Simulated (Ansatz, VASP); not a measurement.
## Sn3H4 (Sn wire along [110], 6 atoms a period, H-terminated) in two plane-wave programs

One calculation is typed for both programs; each brings its own data sets. How far apart do they land? The cell is taken from a series of runs on this material, whose earlier steps may have relaxed, scaled, displaced or heated it; both programs get it as it stands.

Program: Ansatz 0.2.0. Level of theory: plane waves, with VASP 6.6.1 beside it; PBE, spin-orbit coupling. Results are calculated unless marked as measured.

## (1) The starting structure

The cell holds 14 atoms: 6 Sn and 8 H. Cell: a = 13.808 Å, b = 14.360 Å, c = 4.706 Å, α = 90.0°, β = 90.0°, γ = 90.0°. Vacuum lies along a and b. The structure's axis is c.

Coordinates:

```cif
data_structure
_symmetry_space_group_name_H-M 'P 1'
_symmetry_Int_Tables_number 1
_cell_length_a 13.8080
_cell_length_b 14.3600
_cell_length_c 4.7058
_cell_angle_alpha 90.000
_cell_angle_beta 90.000
_cell_angle_gamma 90.000
_cell_volume 933.08
loop_
_atom_site_label
_atom_site_type_symbol
_atom_site_fract_x
_atom_site_fract_y
_atom_site_fract_z
_atom_site_occupancy
Sn1 Sn 0.43770 0.66399 0.00000 1
Sn2 Sn 0.55234 0.50000 0.00000 1
Sn3 Sn 0.32531 0.31834 0.50000 1
Sn4 Sn 0.32531 0.68166 0.50000 1
Sn5 Sn 0.66820 0.50000 0.50000 1
Sn6 Sn 0.43770 0.33601 0.00000 1
H7 H 0.51935 0.75610 0.00000 1
H8 H 0.26571 0.21205 0.50000 1
H9 H 0.23739 0.40429 0.50000 1
H10 H 0.26571 0.78795 0.50000 1
H11 H 0.23739 0.59571 0.50000 1
H12 H 0.74313 0.40310 0.50000 1
H13 H 0.74313 0.59690 0.50000 1
H14 H 0.51935 0.24390 0.00000 1
```

## (2) VASP: single point, PBE, spin-orbit coupling

With cell and atoms fixed, the geometry can't cause a difference; cores, projectors, grids and the points listed under the comparison can.

Lines of VASP's logs that name or quote its potential files are left out, and so is its time.

INCAR reads:

```
SYSTEM = Sn3H4
PREC = Accurate
ENCUT = 400
EDIFF = 1E-06
NELM = 200
ISMEAR = -1
SIGMA = 0.05
LREAL = .FALSE.
ALGO = Normal
GGA = PE
LNONCOLLINEAR = .TRUE.
MAGMOM = 0 0 0 0 0 0 0 0 0 0 0 0 0 0 0 0 0 0 0 0 0 0 0 0 0 0 0 0 0 0 0 0 0 0 0 0 0 0 0 0 0 0
NBANDS = 120
GGA_COMPAT = .FALSE.
LASPH = .TRUE.
LSORBIT = .TRUE.
LORBIT = 11
LWAVE = .FALSE.
LCHARG = .FALSE.
ISIF = 2
EFERMI = MIDGAP
KPAR = 4
```

POSCAR reads:

```
Sn3H4
1.0
   13.8080000000      0.0000000000      0.0000000000
    0.0000000000     14.3600000000      0.0000000000
    0.0000000000      0.0000000000      4.7058009839
Sn H
6 8
Direct
    0.4376964610      0.6639896050      0.0000000000
    0.5523367630      0.5000000000      0.0000000000
    0.3253055380      0.3183441580      0.5000000000
    0.3253055380      0.6816558420      0.5000000000
    0.6682002990      0.5000000000      0.5000000000
    0.4376964610      0.3360103950      0.0000000000
    0.5193539630      0.7560983610      0.0000000000
    0.2657127320      0.2120490760      0.5000000000
    0.2373895280      0.4042887980      0.5000000000
    0.2657127320      0.7879509240      0.5000000000
    0.2373895280      0.5957112020      0.5000000000
    0.7431268700      0.4030998020      0.5000000000
    0.7431268700      0.5969001980      0.5000000000
    0.5193539630      0.2439016390      0.0000000000
```

KPOINTS reads:

```
Automatic mesh
0
Gamma
1 1 11
0 0 0
```

The projector-augmented-wave data sets are Sn_d and H (PBE family, release 64).

On the command line:

```bash
> mpirun -np 4 vasp_ncl
```

Numbers of over 12 decimals in the logs are rounded to 6 here.

The log of the run:

```text
[banner, memory and clock lines left out]
running    4 mpi-ranks, on    1 nodes
 distrk:  each k-point on    1 cores,    4 groups
 distr:  one band on    1 cores,    1 groups

 POSCAR found type information on POSCAR SnH
 POSCAR found :  2 types and      14 ions
 LDA part: xc-table for (Slater+PW92), standard interpolation
 POSCAR, INCAR and KPOINTS ok, starting setup
 FFT: planning ... GRIDC
 FFT: planning ... GRID_SOFT
 FFT: planning ... GRID
 WAVECAR not read
 entering main loop
       N       E                     dE             d eps       ncg     rms          rms(c)
DAV:   1     0.649204434331E+03    0.64920E+03   -0.37433E+04  1848   0.110E+03
DAV:   2     0.170261585337E+02   -0.63218E+03   -0.61864E+03  1672   0.297E+02
DAV:   3    -0.468248806340E+02   -0.63851E+02   -0.63575E+02  1672   0.128E+02
DAV:   4    -0.494729565651E+02   -0.26481E+01   -0.26430E+01  1680   0.293E+01
DAV:   5    -0.495751263975E+02   -0.10217E+00   -0.10215E+00  1896   0.521E+00    0.105E+01
DAV:   6    -0.477352650122E+02    0.18399E+01   -0.99586E-01  1872   0.630E+00    0.579E+00
DAV:   7    -0.472208747544E+02    0.51439E+00   -0.24460E+00  1672   0.593E+00    0.232E+00
DAV:   8    -0.472244529689E+02   -0.35782E-02   -0.29919E-01  1712   0.305E+00    0.900E-01
DAV:   9    -0.472063872931E+02    0.18066E-01   -0.75921E-02  1824   0.172E+00    0.380E-01
DAV:  10    -0.472025117564E+02    0.38755E-02   -0.32951E-02  1680   0.104E+00    0.149E-01
DAV:  11    -0.472028816486E+02   -0.36989E-03   -0.38566E-03  1752   0.457E-01    0.106E-01
DAV:  12    -0.472035201338E+02   -0.63849E-03   -0.12865E-03  1608   0.238E-01    0.453E-02
DAV:  13    -0.472038590630E+02   -0.33893E-03   -0.62563E-04  1704   0.201E-01    0.411E-02
DAV:  14    -0.472043266046E+02   -0.46754E-03   -0.20654E-04  1568   0.112E-01    0.234E-02
DAV:  15    -0.472048453988E+02   -0.51879E-03   -0.13103E-04  2256   0.606E-02    0.137E-02
DAV:  16    -0.472050248908E+02   -0.17949E-03   -0.24805E-05  1720   0.254E-02    0.941E-03
DAV:  17    -0.472051956800E+02   -0.17079E-03   -0.22156E-05  1440   0.141E-02    0.514E-03
DAV:  18    -0.472053088121E+02   -0.11313E-03   -0.55624E-06  1368   0.130E-02    0.301E-03
DAV:  19    -0.472055469056E+02   -0.23809E-03   -0.16458E-05  1248   0.942E-03    0.238E-03
DAV:  20    -0.472056027717E+02   -0.55866E-04   -0.27617E-06  1296   0.595E-03    0.191E-03
DAV:  21    -0.472056284628E+02   -0.25691E-04   -0.14632E-06  1200   0.379E-03    0.816E-04
DAV:  22    -0.472056344885E+02   -0.60257E-05   -0.70237E-07  1136   0.240E-03    0.810E-04
DAV:  23    -0.472056353289E+02   -0.84040E-06   -0.71811E-08  1152   0.123E-03
   1 F= -.47205635E+02 E0= -.47205635E+02  d E =-.634735E-07  mag=     0.0000    -0.0000    -0.0000
```

OUTCAR, selected parts (step 2):

```text
ion  position               nearest neighbor table
   1  0.438  0.664  0.000-   7 1.74   4 2.83   4 2.83   2 2.84
   2  0.552  0.500  0.000-   1 2.84   6 2.84   5 2.85   5 2.85
   3  0.325  0.318  0.500-   9 1.73   8 1.73   6 2.83   6 2.83
   4  0.325  0.682  0.500-  11 1.73  10 1.73   1 2.83   1 2.83
   5  0.668  0.500  0.500-  12 1.73  13 1.73   2 2.85   2 2.85
   6  0.438  0.336  0.000-  14 1.74   3 2.83   3 2.83   2 2.84
   7  0.519  0.756  0.000-   1 1.74
   8  0.266  0.212  0.500-   3 1.73
   9  0.237  0.404  0.500-   3 1.73
  10  0.266  0.788  0.500-   4 1.73
  11  0.237  0.596  0.500-   4 1.73
  12  0.743  0.403  0.500-   5 1.73
  13  0.743  0.597  0.500-   5 1.73
  14  0.519  0.244  0.000-   6 1.74

  LATTYP: Found a simple orthorhombic cell.
 ALAT       =     4.7058009839
 B/A-ratio  =     2.9342507359
 C/A-ratio  =     3.0515527642

 Subroutine GETGRP returns: Found  4 space group operations
 (whereof  4 operations were pure point group operations)

The static configuration has the point symmetry C_2v.

 Found      6 irreducible k-points:

   k-points           NKPTS =      6   k-points in BZ     NKDIM =      6   number of bands    NBANDS=    120

   dimension x,y,z NGX =    90 NGY =   96 NGZ =   32
   dimension x,y,z NGXF=   180 NGYF=  192 NGZF=   64

   ENCUT  =  400.0 eV  29.40 Ry    5.42 a.u.  22.52 23.42  7.67*2*pi/ulx,y,z

   NELECT =      92.0000    total number of electrons

 k-points in reciprocal lattice and weights: Automatic mesh
   0.00000000  0.00000000  0.00000000       0.091
   0.00000000  0.00000000  0.09090909       0.182
   0.00000000  0.00000000  0.18181818       0.182
   0.00000000  0.00000000  0.27272727       0.182
   0.00000000  0.00000000  0.36363636       0.182
   0.00000000  0.00000000  0.45454545       0.182

 average (electrostatic) potential at core
       1-109.0377       2-109.0864       3-109.0096       4-109.0096       5-109.0143
       6-109.0377       7 -38.7331       8 -38.7758       9 -38.7527      10 -38.7758
      11 -38.7527      12 -38.7544      13 -38.7544      14 -38.7331

 E-fermi :  -2.0247

 k-point     1 :       0.0000    0.0000    0.0000
  band No.  band energies     occupation
    ...
     88      -3.6964      1.00000
     89      -3.1811      1.00000
     90      -3.1811      1.00000
     91      -2.7930      1.00000
     92      -2.7930      1.00000
     93      -1.2549      0.00000
     94      -1.2549      0.00000
     95      -1.0769      0.00000
     96      -1.0769      0.00000
     97      -0.9273      0.00000
    ...

 k-point     2 :       0.0000    0.0000    0.0909
  band No.  band energies     occupation
    ...
     88      -3.6269      1.00000
     89      -3.5308      1.00000
     90      -3.4900      1.00000
     91      -3.2177      1.00000
     92      -3.2158      1.00000
     93      -0.7975      0.00000
     94      -0.7781      0.00000
     95      -0.6411      0.00000
     96      -0.6136      0.00000
     97      -0.5156      0.00000
    ...

 k-point     3 :       0.0000    0.0000    0.1818
  band No.  band energies     occupation
    ...
     88      -3.9697      1.00000
     89      -3.8189      1.00000
     90      -3.7846      1.00000
     91      -3.6537      1.00000
     92      -3.6197      1.00000
     93      -0.2664      0.00000
     94      -0.2425      0.00000
     95       0.0463      0.00000
     96       0.0892      0.00000
     97       0.2276      0.00000
    ...

  Total       -0.6425697     -0.7687077     -0.5645960      0.0000000      0.0000000      0.0000000
  in kB       -1.1033468     -1.3199365     -0.9694593      0.0000000      0.0000000      0.0000000
  external PRESSURE =      -1.1309142 kB  Pullay stress =       0.0000000 kB

  energy-cutoff  :      400.00
  volume of cell :      933.08
      direct lattice vectors                 reciprocal lattice vectors
    13.808000000  0.000000000  0.000000000     0.072421784  0.000000000  0.000000000
     0.000000000 14.360000000  0.000000000     0.000000000  0.069637883  0.000000000
     0.000000000  0.000000000  4.705800984     0.000000000  0.000000000  0.212503674

 POSITION                                       TOTAL-FORCE (eV/Angst)
 -----------------------------------------------------------------------------------
      6.04371      9.53489      0.00000         0.010035      0.021410     -0.000000
      7.62667      7.18000      0.00000         0.002450      0.000000     -0.000000
      4.49182      4.57142      2.35290        -0.018643     -0.001396     -0.000000
      4.49182      9.78858      2.35290        -0.018643      0.001396     -0.000000
      9.22651      7.18000      2.35290         0.008378      0.000000     -0.000000
      6.04371      4.82511      0.00000         0.010035     -0.021410     -0.000000
      7.17124     10.85757      0.00000        -0.012435     -0.015633     -0.000000
      3.66896      3.04502      2.35290         0.009201      0.038577     -0.000000
      3.27787      5.80559      2.35290         0.016198     -0.032367      0.000000
      3.66896     11.31498      2.35290         0.009201     -0.038577     -0.000000
      3.27787      8.55441      2.35290         0.016198      0.032367      0.000000
     10.26110      5.78851      2.35290        -0.009771      0.020306     -0.000000
     10.26110      8.57149      2.35290        -0.009771     -0.020306     -0.000000
      7.17124      3.50243      0.00000        -0.012435      0.015633     -0.000000
 -----------------------------------------------------------------------------------
    total drift:                               -0.001320      0.000000     -0.000000

  FREE ENERGIE OF THE ION-ELECTRON SYSTEM (eV)
  ---------------------------------------------------
  free  energy   TOTEN  =       -47.2056353289 eV

  energy  without entropy=      -47.2056352655  energy(sigma->0) =      -47.20563530

 Spin-Orbit-Coupling matrix elements
 Ion:    1  E_soc:     -0.1073308
 Ion:    2  E_soc:     -0.1095533
 Ion:    3  E_soc:     -0.1057196
 Ion:    4  E_soc:     -0.1057196
 Ion:    5  E_soc:     -0.1059281
 Ion:    6  E_soc:     -0.1073308
 Ion:    7  E_soc:      0.0000001
 Ion:    8  E_soc:      0.0000001
 Ion:    9  E_soc:      0.0000001
 Ion:   10  E_soc:      0.0000001
 Ion:   11  E_soc:      0.0000001
 Ion:   12  E_soc:      0.0000001
 Ion:   13  E_soc:      0.0000001
 Ion:   14  E_soc:      0.0000001

 total charge
# of ion       s       p       d       tot
------------------------------------------
    1        1.118   1.284   9.979  12.381
    2        1.138   1.221   9.961  12.319
    3        1.101   1.339   9.997  12.437
    4        1.101   1.339   9.997  12.437
    5        1.105   1.323   9.998  12.426
    6        1.118   1.284   9.979  12.381
    7        0.514   0.008   0.000   0.523
    8        0.515   0.008   0.000   0.524
    9        0.517   0.009   0.000   0.525
   10        0.515   0.008   0.000   0.524
   11        0.517   0.009   0.000   0.525
   12        0.516   0.008   0.000   0.524
   13        0.516   0.008   0.000   0.524
   14        0.514   0.008   0.000   0.523
--------------------------------------------------
tot         10.805   7.859  59.910  78.574

 magnetization (x)
# of ion       s       p       d       tot
------------------------------------------
    1        0.000   0.000   0.000   0.000
    2        0.000   0.000   0.000   0.000
    3        0.000  -0.000   0.000  -0.000
    4        0.000   0.000   0.000   0.000
    5        0.000   0.000   0.000   0.000
    6        0.000  -0.000   0.000  -0.000
    7        0.000   0.000   0.000   0.000
    8        0.000   0.000   0.000   0.000
    9        0.000   0.000   0.000   0.000
   10        0.000   0.000   0.000   0.000
   11        0.000   0.000   0.000   0.000
   12        0.000  -0.000   0.000  -0.000
   13        0.000   0.000   0.000   0.000
   14        0.000   0.000   0.000   0.000
--------------------------------------------------
tot          0.000   0.000   0.000   0.000

 magnetization (y)
# of ion       s       p       d       tot
------------------------------------------
    1       -0.000  -0.000   0.000  -0.000
    2        0.000   0.000   0.000   0.000
    3       -0.000  -0.000  -0.000  -0.000
    4       -0.000  -0.000  -0.000  -0.000
    5        0.000   0.000   0.000   0.000
    6       -0.000  -0.000   0.000  -0.000
    7       -0.000   0.000   0.000  -0.000
    8        0.000   0.000   0.000   0.000
    9        0.000   0.000   0.000   0.000
   10        0.000   0.000   0.000   0.000
   11        0.000   0.000   0.000   0.000
   12       -0.000   0.000   0.000  -0.000
   13       -0.000   0.000   0.000  -0.000
   14       -0.000   0.000   0.000  -0.000
--------------------------------------------------
tot         -0.000  -0.000  -0.000  -0.000

 magnetization (z)
# of ion       s       p       d       tot
------------------------------------------
    1        0.000  -0.000   0.000  -0.000
    2        0.000   0.000   0.000   0.000
    3        0.000   0.000  -0.000   0.000
    4       -0.000  -0.000   0.000  -0.000
    5        0.000   0.000   0.000   0.000
    6       -0.000   0.000  -0.000   0.000
    7        0.000   0.000   0.000   0.000
    8       -0.000  -0.000   0.000  -0.000
    9        0.000   0.000   0.000   0.000
   10        0.000   0.000   0.000   0.000
   11       -0.000  -0.000   0.000  -0.000
   12        0.000   0.000   0.000   0.000
   13       -0.000  -0.000   0.000  -0.000
   14       -0.000  -0.000   0.000  -0.000
--------------------------------------------------
tot          0.000   0.000   0.000   0.000

[... 3 further parts left out ...]
```

(Continued in part 2 of 2.)

[Lines on the potential files, build, host, timing and source positions are cut from VASP's logs without a mark.]

[Logs are printed without paths, hosts, clocks, repeated set-up lines and the standing remarks that a program may print on its own settings, such as how far it seeks lower states.]

[Hosts, paths, dates, database ids (printed as entryN), source tags and the programs' standing remarks are cut or masked in the printed files.]
